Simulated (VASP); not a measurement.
All values below come from PBE GGA, VASP's PBE PAW potentials (set 64) (plane waves; VASP 6.6.1).

VASP ran on this input.

File POSCAR:
```
ZrO2
1
    5.3954080000     0.0000000000     0.0000000000
    0.0000000000     5.1822530000     0.0000000000
    0.0000000000     0.0000000000     5.2092540000
Zr O
4 8
Direct
  0.0302700000   0.7335400000   0.7490600000
  0.9697300000   0.2664600000   0.2490600000
  0.4697300000   0.7335400000   0.2490600000
  0.5302700000   0.2664600000   0.7490600000
  0.2298800000   0.4633000000   0.5008400000
  0.7701200000   0.5367000000   0.0008400000
  0.2701200000   0.4633000000   0.0008400000
  0.7298800000   0.5367000000   0.5008400000
  0.3650300000   0.9326400000   0.6061100000
  0.6349700000   0.0673600000   0.1061100000
  0.1349700000   0.9326400000   0.1061100000
  0.8650300000   0.0673600000   0.6061100000
```

**INCAR**
```
# general
SYSTEM  = ZrO2
PREC    = Accurate
ENCUT   = 400
LREAL   = .FALSE.   # projection in real space or not
LASPH   = .TRUE.

# electronic loop
EDIFF   = 1E-6   # SCF stop (eV)
NELM    = 100   # most electronic steps
ALGO    = Normal   # blocked Davidson
LMAXMIX = 4

# smearing
ISMEAR  = 0
SIGMA   = 0.01   # width (eV)

# functional
GGA     = PE   # PBE

# ions
ISIF    = 2

# output
LWAVE   = .FALSE.
LCHARG  = .FALSE.
```

File KPOINTS:
```
Automatic mesh
0
Gamma
3 4 4
0.5 0.5 0.5
```

POTCAR, in this order: Zr_sv O (PBE.64 set). Program: vasp_std.

Question: What will the output report for the number of irreducible k-points (NKPTS), largest plane-wave count, number of space-group operations, FFT grid (NGX, NGY, NGZ)?

Answer: 
- number of irreducible k-points (NKPTS): 8
- largest plane-wave count: 2666
- number of space-group operations: 4
- FFT grid (NGX, NGY, NGZ): 36 × 36 × 36

The structure comes from a computed database's ZrO2 entry; how it stands against other phases isn't given here. The cell was not relaxed at this level. The run is one of a series of settings (GGA = PE against the base run), some of them coarse on purpose.
